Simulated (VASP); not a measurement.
Input:

```yaml
crystal:
  lattice:
    - [4.64348, 0.00000, 0.00000]
    - [0.00000, 4.64348, 0.00000]
    - [0.00000, 0.00000, 3.06867]
  atoms:
    - { symbol: Mg, position: [0.00000, 0.00000, 0.00000] }
    - { symbol: Mg, position: [0.50000, 0.50000, 0.50000] }
    - { symbol: F, position: [0.30279, 0.30279, 0.00000] }
    - { symbol: F, position: [0.80279, 0.19721, 0.50000] }
    - { symbol: F, position: [0.19721, 0.80279, 0.50000] }
    - { symbol: F, position: [0.69721, 0.69721, 0.00000] }
```

All values below come from PBE GGA with D3 dispersion (Becke-Johnson damping), VASP's PBE PAW potentials (set 64) (plane waves; VASP). Run with 520 eV cut-off, Gaussian smearing of 0.050 eV, potentials Mg F.

Task: Give the energies of bands 5 to 18 at the high-symmetry points, in eV from the valence-band maximum.

Result: 
| band | Γ | X | M | Z | R | A |
|---|---|---|---|---|---|---|
| 5 | -4.03 | -3.28 | -3.07 | -2.94 | -3.13 | -3.71 |
| 6 | -2.45 | -3.28 | -3.07 | -2.94 | -3.13 | -3.71 |
| 7 | -2.06 | -1.74 | -2.08 | -2.43 | -2.91 | -2.98 |
| 8 | -2.06 | -1.74 | -2.08 | -2.43 | -2.91 | -2.98 |
| 9 | -1.89 | -1.56 | -1.29 | -2.19 | -2.03 | -1.45 |
| 10 | -1.84 | -1.56 | -1.29 | -2.19 | -2.03 | -1.45 |
| 11 | -1.21 | -1.36 | -1.26 | -1.42 | -1.34 | -1.39 |
| 12 | -1.21 | -1.36 | -1.26 | -1.42 | -1.34 | -1.39 |
| 13 | -0.72 | -0.97 | -0.94 | -1.12 | -0.72 | -0.59 |
| 14 | -0.32 | -0.97 | -0.94 | -1.12 | -0.72 | -0.59 |
| 15 | -0.32 | -0.37 | -0.76 | -0.83 | -0.65 | -0.47 |
| 16 | 0.00 | -0.37 | -0.76 | -0.83 | -0.65 | -0.47 |
| 17 | 7.00 | 9.39 | 11.06 | 11.72 | 12.64 | 13.14 |
| 18 | 12.15 | 9.39 | 11.06 | 11.72 | 12.64 | 13.14 |

The gap is direct, 7.00 eV, from the valence maximum at Γ to the conduction minimum at Γ.

Measured: gap 12.40 eV (computed value off by -5.40 eV), as given by Andrés Aguado et al., Journal of the Physical Society of Japan (1999), arXiv:cond-mat/9901145.

The compound is MgF2 in the rutile structure. It was relaxed first.
